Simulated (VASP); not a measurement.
Data:

```
CELL_PARAMETERS angstrom
      0.00000     2.91938     2.91938
      2.91938     0.00000     2.91938
      2.91938     2.91938     0.00000
ATOMIC_POSITIONS crystal
  Ag 0.00000 0.00000 0.00000
  Br 0.50000 0.50000 0.50000
```

These are PBE GGA, VASP's PBE PAW potentials (set 64) (plane waves; VASP 6.6.1) values and carry that method's errors. Numerical set-up: 520 eV cut-off, Gaussian smearing of 0.050 eV, potentials Ag Br.

Task: Estimate the band gap (along the path) with the smallest direct gap where there is one.

Result: 
| Property | Value |
|---|---|
| band gap (along the path) | 0.69 eV |
| smallest direct gap (along the path) | 2.44 eV |

The compound is AgBr in the rock salt structure. It was relaxed first.
